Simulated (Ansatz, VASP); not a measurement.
# Ga in two plane-wave programs

One calculation is typed for both programs; each brings its own data sets. How far apart do they land? The structure shown is frame 200 of Ansatz's trajectory.

Method: plane waves, with VASP 6.6.1 beside it; single point at PBE with D3(BJ), in Ansatz 0.2.0.

**1. The starting structure**

The cell holds 48 atoms: 48 Ga. Cell: a = 9.868 Å, b = 9.868 Å, c = 9.868 Å, α = 90.0°, β = 90.0°, γ = 90.0°. As first built, before any earlier steps moved the atoms (in the runner's words): 48 atoms (48 Ga) placed at random at 5.974 g/cm^3 and pushed apart to contact distance.

**2. Ansatz: dynamics, PBE with D3(BJ)**

Ansatz runs on its default PAW (the set named soft_2) files.

One frame of this run of dynamics is then solved in both programs, so the motion causes no difference.

The input, input.yaml:

```yaml
crystal:
  lattice:
    - [9.7619, 0.0, 0.0]
    - [0.0, 9.7619, 0.0]
    - [0.0, 0.0, 9.7619]
  atoms:
    - { symbol: Ga, position: [0.51182, 0.95046, 0.14416] }
    - { symbol: Ga, position: [0.87877, 0.36277, 0.38046] }
    - { symbol: Ga, position: [0.70851, 0.45483, 0.57529] }
    - { symbol: Ga, position: [0.09696, 0.82294, 0.48345] }
    - { symbol: Ga, position: [0.368, 0.83267, 0.33408] }
    - { symbol: Ga, position: [0.44154, 0.13052, 0.3933] }
    - { symbol: Ga, position: [0.26728, 0.27809, 0.79236] }
    - { symbol: Ga, position: [0.26927, 0.45379, 0.97158] }
    - { symbol: Ga, position: [0.8982, 0.67874, 0.53974] }
    - { symbol: Ga, position: [0.29375, 0.18316, 0.02263] }
    - { symbol: Ga, position: [0.52946, 0.11898, 0.63296] }
    - { symbol: Ga, position: [0.78493, 0.72418, 0.99119] }
    - { symbol: Ga, position: [0.06688, 0.50431, 0.47959] }
    - { symbol: Ga, position: [0.07, 0.57019, 0.8131] }
    - { symbol: Ga, position: [0.54085, 0.26957, 0.8533] }
    - { symbol: Ga, position: [0.50242, 0.48857, 0.71264] }
    - { symbol: Ga, position: [0.1957, 0.83149, 0.71291] }
    - { symbol: Ga, position: [0.77711, 0.24867, 0.77442] }
    - { symbol: Ga, position: [0.1768, 0.0305, 0.86295] }
    - { symbol: Ga, position: [0.86896, 0.88545, 0.40228] }
    - { symbol: Ga, position: [0.29166, 0.04308, 0.62001] }
    - { symbol: Ga, position: [0.7035, 0.81258, 0.22969] }
    - { symbol: Ga, position: [0.3136, 0.62825, 0.79817] }
    - { symbol: Ga, position: [0.92784, 0.08642, 0.53902] }
    - { symbol: Ga, position: [0.93535, 0.41391, 0.67195] }
    - { symbol: Ga, position: [0.03095, 0.69386, 0.02678] }
    - { symbol: Ga, position: [0.79511, 0.89506, 0.6539] }
    - { symbol: Ga, position: [0.23812, 0.8039, 0.11813] }
    - { symbol: Ga, position: [0.84861, 0.02692, 0.86496] }
    - { symbol: Ga, position: [0.17679, 0.40354, 0.27898] }
    - { symbol: Ga, position: [0.64772, 0.26946, 0.41902] }
    - { symbol: Ga, position: [0.09844, 0.25647, 0.47227] }
    - { symbol: Ga, position: [0.15043, 0.65933, 0.30221] }
    - { symbol: Ga, position: [0.68569, 0.64335, 0.41276] }
    - { symbol: Ga, position: [0.82373, 0.61507, 0.76968] }
    - { symbol: Ga, position: [0.34863, 0.57913, 0.17275] }
    - { symbol: Ga, position: [0.9528, 0.23429, 0.17924] }
    - { symbol: Ga, position: [0.02392, 0.2175, 0.79865] }
    - { symbol: Ga, position: [0.6975, 0.04645, 0.3177] }
    - { symbol: Ga, position: [0.44022, 0.65514, 0.49452] }
    - { symbol: Ga, position: [0.56578, 0.83467, 0.73288] }
    - { symbol: Ga, position: [0.41833, 0.44034, 0.36859] }
    - { symbol: Ga, position: [0.17305, 0.14641, 0.26062] }
    - { symbol: Ga, position: [0.33262, 0.29321, 0.55158] }
    - { symbol: Ga, position: [0.96879, 0.81326, 0.81613] }
    - { symbol: Ga, position: [0.6498, 0.50777, 0.9136] }
    - { symbol: Ga, position: [0.68156, 0.47241, 0.15899] }
    - { symbol: Ga, position: [0.50865, 0.21624, 0.1459] }
kpoints:
  mp_grid: { grid: [1, 1, 1] }
hamiltonian:
  xc: pbe
  dispersion: d3bj
scf:
  occupations: { method: fermi_dirac, width: 0.05 }
output:
  forces: true
  stress: true
md:
  timestep: 5.0
  n_steps: 600
  ensemble: npt_langevin
  temperature: 623
  initial_velocities: maxwell_boltzmann
  seed: 7
  pressure: 0
  temperature_schedule:
    - { n_steps: 75, end_temperature: 623 }
    - { n_steps: 75, end_temperature: 473 }
```

Command:

```console
> ansatz run input.yaml --threads 8 --pin off --max-ram 15360MiB --backend cpu --events-out ev --progress --plain --runs-dir out
```

Numbers of over 12 decimals in the logs are rounded to 6 here.

Output:

```text
Warning: md: disabling space-group detection — thermal motion breaks the input geometry's symmetry, so no spatial operation reduces the k-mesh or symmetrises the density; time reversal is kept, so that k and −k are solved as one point where they differ and the mesh holds both, and exact exchange and, on two spinor components, a DFT+U term hold to it where the run has them: on two components no moment then forms, and  [...]
Engine: ansatz 0.2.0, aarch64-unknown-linux-gnu
Pseudopotentials: kind: paw
Pseudopotential: Ga, paw, valence charge 13, recommended cutoff 420 eV (normal), Ga.paw.azcp
Functional definition: PBE
  parameter kappa = 0.804
  parameter beta = 0.066725
  exchange = pbe_x(kappa = kappa, mu = beta*pi^2/3)
  correlation = pbe_c(beta = beta)
Crystal: 48 atoms, lattice volume = 930.257 Å³
Basis set: ecut = 420 eV (smoothed over ±3.1 %; plane waves to 437.6 eV, density to 1750.3 eV), 19381 PW (Γ), exchange–correlation on 144×144×144 points (8 copies of the dense FFT grid, shifted against one another)
Bands: 375, of which v1, the nominal top of the filled ones, is band 312 counted from 1 (311 counted from 0)
Symmetry: 1 space group operations
k-points: 1
Non-local potential: Ga, projectors of the file, l = 0: 2, l = 1: 2, l = 2: 3, l = 3: 1
PAW form: soft (Blöchl's): semilocal exchange-correlation on the pseudo side does not see the compensation charge
PAW one-centre angular grid: Ga, 590 points (default); XC on 64 Gauss nodes
Initial density: superposition of atomic densities (neutral atoms: chi_scale 0, normalization atom), corrected by the library's trained network
Initial wavefunctions: pseudopotential atomic-orbital guess
Functional: x = pbe(κ = 0.804, μ = 0.219515), c = pbe(β = 0.066725)
SCF iter   1: F=—  HF=-181588.206545 eV  |F-HF|=—  |Δ(HF+E_count)|=         —  Δρ=5.31e-3  dr2=9.38e-1  ethr=1.77e-3  ⟨swp⟩=5.0  Hψ=1261  notcnv=0  defer=45
preconditioner: auto → LDOS  [metal: Δε(μ)=0.076 eV  Ē_g=15.929 eV  σ=0.050 eV  W_gap=0.36  n_scr=250 (ndim 8)  ℏωp=30.4 eV  f_vac=0.050  D(μ)=21.86/eV (n_scr^D=146)  β→1.0]
SCF iter   2: F=—  HF=-181588.060280 eV  |F-HF|=—  |Δ(HF+E_count)|=   1.46e-1  Δρ=2.99e-3  dr2=2.12e-1  ethr=1.50e-4  ⟨swp⟩=4.0  Hψ=765  notcnv=0  defer=49
SCF iter   3: F=—  HF=-181588.029305 eV  |F-HF|=—  |Δ(HF+E_count)|=   3.10e-2  Δρ=1.25e-3  dr2=6.00e-2  ethr=3.40e-5  ⟨swp⟩=2.0  Hψ=650  notcnv=0  defer=49
SCF iter   4: F=—  HF=-181588.020379 eV  |F-HF|=—  |Δ(HF+E_count)|=   8.93e-3  Δρ=5.08e-4  dr2=9.51e-3  ethr=9.61e-6  ⟨swp⟩=3.0  Hψ=700  notcnv=0  defer=49
SCF iter   5: F=—  HF=-181588.019241 eV  |F-HF|=—  |Δ(HF+E_count)|=   1.14e-3  Δρ=2.28e-4  dr2=1.38e-3  ethr=1.52e-6  ⟨swp⟩=2.0  Hψ=637  notcnv=0  defer=49
SCF iter   6: F=—  HF=-181588.018999 eV  |F-HF|=—  |Δ(HF+E_count)|=   2.42e-4  Δρ=9.15e-5  dr2=2.28e-4  ethr=2.22e-7  ⟨swp⟩=2.0  Hψ=640  notcnv=0  defer=49
SCF iter   7: F=—  HF=-181588.018973 eV  |F-HF|=—  |Δ(HF+E_count)|=   2.60e-5  Δρ=4.38e-5  dr2=4.99e-5  ethr=3.65e-8  ⟨swp⟩=2.0  Hψ=640  notcnv=0  defer=49
SCF iter   8: F=—  HF=-181588.019273 eV  |F-HF|=—  |Δ(HF+E_count)|=   3.00e-4  Δρ=1.67e-5  dr2=7.64e-6  ethr=7.99e-9  ⟨swp⟩=2.0  Hψ=429  notcnv=0  defer=49
SCF iter   9: F=—  HF=-181588.019273 eV  |F-HF|=—  |Δ(HF+E_count)|=   2.03e-7  Δρ=8.09e-6  dr2=1.48e-6  ethr=1.22e-9  ⟨swp⟩=2.0  Hψ=640  notcnv=0  defer=49
SCF iter  10: F=—  HF=-181588.019273 eV  |F-HF|=—  |Δ(HF+E_count)|=   2.10e-8  Δρ=4.66e-6  dr2=3.46e-7  ethr=2.37e-10  ⟨swp⟩=2.0  Hψ=641  notcnv=0  defer=49
SCF iter  11: F=—  HF=-181588.019273 eV  |F-HF|=—  |Δ(HF+E_count)|=   5.51e-8  Δρ=1.84e-6  dr2=6.57e-8  ethr=5.55e-11  ⟨swp⟩=2.0  Hψ=640  notcnv=0  defer=49
SCF iter  12: F=-181588.019273 eV  HF=-181588.019273 eV  |F-HF|=3.61e-9  |Δ(HF+E_count)|=   3.38e-9  Δρ=7.77e-7  dr2=1.08e-8  ethr=7.69e-12  ⟨swp⟩=4.0  Hψ=1316  notcnv=0
[...]
Crystal: 48 atoms, lattice volume = 957.956 Å³
Crystal: 48 atoms, lattice volume = 957.164 Å³
md step   586: t =  2930.00 fs  T =   471.1 K (target 473.0 K)  F+E_penalty+E_count = -181606.99530316 eV  E_kin = 2.923173 eV  conserved = -181584.59464050 eV  P_inst = 0.4855 GPa  V = 957.1640 Å³  selection 2  (6 SCF iters)
[... from here on, the SCF cycles and remarks between the steps are left out ...]
md step   588: t =  2940.00 fs  T =   503.3 K (target 473.0 K)  F+E_penalty+E_count = -181607.00798214 eV  E_kin = 3.122976 eV  conserved = -181584.59682821 eV  P_inst = 0.6475 GPa  V = 956.0174 Å³  selection 2  (7 SCF iters)
md step   590: t =  2950.00 fs  T =   533.5 K (target 473.0 K)  F+E_penalty+E_count = -181606.91933829 eV  E_kin = 3.310034 eV  conserved = -181584.59614025 eV  P_inst = 0.8230 GPa  V = 955.0145 Å³  selection 2  (9 SCF iters)
md step   592: t =  2960.00 fs  T =   504.1 K (target 473.0 K)  F+E_penalty+E_count = -181606.75105017 eV  E_kin = 3.127458 eV  conserved = -181584.59360233 eV  P_inst = 0.9137 GPa  V = 954.4553 Å³  selection 2  (6 SCF iters)
md step   594: t =  2970.00 fs  T =   488.9 K (target 473.0 K)  F+E_penalty+E_count = -181606.58524532 eV  E_kin = 3.033199 eV  conserved = -181584.59220288 eV  P_inst = 0.8784 GPa  V = 955.3280 Å³  selection 2  (6 SCF iters)
md step   596: t =  2980.00 fs  T =   476.2 K (target 473.0 K)  F+E_penalty+E_count = -181606.60695926 eV  E_kin = 2.954838 eV  conserved = -181584.59149832 eV  P_inst = 0.7063 GPa  V = 956.6017 Å³  selection 2  (6 SCF iters)
md step   598: t =  2990.00 fs  T =   454.4 K (target 473.0 K)  F+E_penalty+E_count = -181606.75829905 eV  E_kin = 2.819203 eV  conserved = -181584.59099813 eV  P_inst = 0.4152 GPa  V = 958.7515 Å³  selection 2  (7 SCF iters)
md step   600: t =  3000.00 fs  T =   510.0 K (target 473.0 K)  F+E_penalty+E_count = -181607.01486171 eV  E_kin = 3.164126 eV  conserved = -181584.59325063 eV  P_inst = 0.1929 GPa  V = 959.9839 Å³  selection 2  (8 SCF iters)
Basis set: ecut = 420 eV, 18805 PW (Γ), exchange–correlation on 144×144×144 points (8 copies of the dense FFT grid, shifted against one another)
Initial wavefunctions: pseudopotential atomic-orbital guess (no wavefunctions were taken with the density)
iter 1 solved again at ethr=1.97e-9 eV; its pass at ethr=3.10e-3 eV (dr2=1.23e-5 eV) is discarded
SCF iter   1: F=—  HF=-181607.015413 eV  |F-HF|=—  |Δ(HF+E_count)|=         —  Δρ=4.14e-6  dr2=6.49e-8  ethr=1.97e-9  ⟨swp⟩=4.0  Hψ=2934  notcnv=0
preconditioner: auto → Resta (q_TF=auto, 2.539 Å⁻¹)  ε∞=4.7  [insulator: Δε(μ)=0.713 eV  Ē_g=15.669 eV  σ=0.050 eV  W_gap=1.00  n_scr=250 (ndim 8)  ℏωp=29.9 eV  f_vac=0.055  D(μ)=0.07/eV (n_scr^D=0)  ε∞_Penn≈4.7]
SCF iter   2: F=-181607.015426 eV  HF=-181607.015426 eV  |F-HF|=7.66e-8  |Δ(HF+E_count)|=   1.24e-5  Δρ=2.42e-6  dr2=2.63e-8  ethr=7.69e-12  ⟨swp⟩=3.0  Hψ=1666  notcnv=0
SCF 602 converged in 2 iterations: F = -181607.015426 eV  dr2 = 2.63e-8
SCF converged after 2 iterations
Free energy (F): -181607.015426 eV
Harris-Foulkes:  -181607.015426 eV  (|F-HF|=7.66e-8)
Internal energy: -181607.013988 eV  (E = F + TS)
E sigma→0 (E₀):  -181607.014707 eV
Entropy (-TS):   -0.001438 eV (-0.030 meV/atom)
Fermi energy:    8.523645 eV
--- Per-component energies (eV) ---
  E_band       = -2243.332578
  E_kinetic    = 5517.213251
  E_local      = -97361.484605  (includes V_loc(G=0)·N_el)
  E_nonlocal   = 20256.038889
  E_hartree    = 45799.739263
  E_xc         = -3345.175626
  E_vxc        = -2810.253860  (∫ρ·V_xc dr)
  E_paw        = -95291.072031  (= ΣΔE_a)
  E_vpaw       = -19444.279684  (= ΣTr[D̂ρ^β])
  E_aug_tail   = -0.005515  (compensation charges beyond the density's cutoff)
  E_ewald      = -57168.420630
  E_disp       = -13.846984  (pairwise vdW)
  E_smearing   = -0.001438  (= −TS)
  E_closure    = 0.000000  (closes the sum)
  Σ components = -181607.015426   (vs F -181607.015426, Δ=0.00e0)
--- Forces (eV/Å), atoms counted from 1 ---
  atom   1  Ga    -0.33460383     0.84120275     0.24114461
  atom   2  Ga     0.00889900     0.54766947    -0.14153135
  atom   3  Ga    -0.26551120    -0.21033474    -0.86374796
  atom   4  Ga     0.15980132    -0.17172716     0.28755609
  atom   5  Ga    -0.27146477     0.08761062    -0.15791120
  atom   6  Ga     1.15631262    -0.39445775     0.60575565
  atom   7  Ga     0.18034685     0.20350007     0.33819678
  atom   8  Ga     0.59120439    -0.11522056    -0.89461840
  atom   9  Ga    -0.71266517     0.25699863     0.31809613
  atom  10  Ga    -0.18335153     0.29987270     0.13948578
  atom  11  Ga     0.13207637     0.09399966    -0.45602980
  atom  12  Ga     0.00130638    -0.29992627     0.09687712
  atom  13  Ga     0.05366995    -0.04090701    -0.23437082
  atom  14  Ga     0.71344351    -0.49487504    -1.08186997
  atom  15  Ga     0.44587309     0.05362526    -0.08038198
  atom  16  Ga     0.29121589    -0.31012368     0.04038384
  atom  17  Ga    -0.10486194     0.92316705     0.02866924
  atom  18  Ga     0.05549162     0.02723378    -0.93259369
  atom  19  Ga     0.00827557    -0.24897392     0.17051218
  atom  20  Ga    -0.00857113     0.01389438    -0.23463431
  atom  21  Ga    -0.36453636    -0.15898961     0.60502599
  atom  22  Ga    -0.14748639     0.58016638     0.26221653
  atom  23  Ga     0.98315287    -0.13545738    -0.17130376
  atom  24  Ga     0.17977395    -0.56878853     0.08116791
[...]
atom  41  Ga    -0.02645183     0.35815713     0.07074226
  atom  42  Ga     0.76943236     0.25746705     0.24509181
  atom  43  Ga     0.05363840     0.21170196     0.04717222
  atom  44  Ga     0.09127457     0.06921353     0.05432482
  atom  45  Ga     0.12207964     0.51365104    -0.24415968
  atom  46  Ga    -0.66571392    -0.21791396     0.49793284
  atom  47  Ga     0.39350593    -0.20046809     0.31130551
  atom  48  Ga    -0.23024268    -0.77019109     0.70768682
  max |Σ_I F_I| component: 2.73e-5 eV/Å
--- Stress (GPa, compression-positive) ---
       -0.049389      -0.091960      -0.524244
       -0.091960      -0.654472      -0.302003
       -0.524244      -0.302003       0.222449
  P = ⅓ Tr σ = -0.1605 GPa (-1.605 kbar)
--- MD trajectory: 600 steps, t = 0.0 → 3000.0 fs ---
  final state: T = 510.0 K   F+E_penalty+E_count = -181607.01486171 eV   E_kin = 3.164126 eV
  conserved energy: peak-to-peak 2.799e-2 eV (5.831e-4 eV/atom) at the most on one of 2 selections of grids, which stood over 130.0 fs
  cell: V = 959.9839 Å³ at the end; means of 450 rows at the end, at a set-point of 473.0 K, the approach among them: V = 961.8309 Å³, P_inst = -0.1286 GPa
  mean static stress (GPa): xx -0.5058  yy -0.1139  zz -0.7892  yz -0.2847  xz -0.2105  xy -0.3232
  the result is of one more SCF, on plane waves selected at the last cell: its energy does not rank with the rows'
```

Reading the cycles: dr2 is the Hartree energy of the density residual (eV), the measure of convergence; HF is the Harris–Foulkes estimate of the energy, which meets the free energy F at convergence.

(Continued in part 2 of 2.)

[Lines on the potential files, build, host, timing and source positions are cut from VASP's logs without a mark.]

[Logs are printed without paths, hosts, clocks, repeated set-up lines and the standing remarks that a program may print on its own settings, such as how far it seeks lower states.]

[Hosts, paths, dates, database ids (printed as entryN), source tags and the programs' standing remarks are cut or masked in the printed files.]
